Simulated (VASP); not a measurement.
Wanted: the native input for a VASP 6.6.1 run.

```yaml
Task: single point
Functional: LDA
Potentials_or_basis: VASP PAW LDA potentials, release 64 (Ru_pv, Se)
Cutoff: 520 eV
k_mesh: 6 × 6 × 6
Occupations: gaussian, width 0.05 eV
Spin: collinear spin, random start
Starting_moments: "[0.35, 0.0] μB"
Further_INCAR_settings: ALGO = Fast; EDIFF = 1e-06; NBANDS = 21
```

The structure of RuSe lies in POSCAR:

```
RuSe
1.0
    0.0000000000      2.6776164100      2.6776164100
    2.6776164100      0.0000000000      2.6776164100
    2.6776164100      2.6776164100      0.0000000000
Ru Se
1 1
Direct
    0.5000000000      0.5000000000      0.5000000000
    0.0000000000      0.0000000000      0.0000000000
```

The cell comes from a database or a generator and needn't be the stable form of this composition.

The input as run:

INCAR

```
  ALGO = Fast
  EDIFF = 1E-6
  ENCUT = 520
  ISIF = 2
  ISMEAR = 0
  ISPIN = 2
  LASPH = True
  LCHARG = False
  LMAXMIX = 4
  LORBIT = 11
  LREAL = False
  LWAVE = False
  MAGMOM = 0.35 0
  NBANDS = 21
  NELM = 100
  PREC = Accurate
  SIGMA = 0.05
```

KPOINTS

```
k-points
0
Gamma
  6 6 6
```

Potentials or basis: VASP PAW LDA potentials, release 64 (Ru_pv, Se).

Launch:

```console
$ cat potpaw_LDA.64/Ru_pv/POTCAR potpaw_LDA.64/Se/POTCAR > POTCAR
$ mpirun -np 1 vasp_std > vasp.out
```

Results of the run:

```
Pressure                                              : -19.0 GPa
Band gap on the k mesh                                : none (metal or under the smearing width)
Net moment                                            : 1.13 μB per cell
Site moments                                          : Ru +0.98; Se +0.05 μB
Valence electrons inside the program's atomic spheres : Ru 12.41; Se 3.76
```

Caveat: so large a pressure means that the cell lies far from this level's equilibrium, or that cutoff or potentials fall short.

It took 25 s on 1 thread of Intel(R) Xeon(R) Platinum 8375C CPU @ 2.90GHz (Ice Lake) (shared host), peak memory 0.16 GiB.
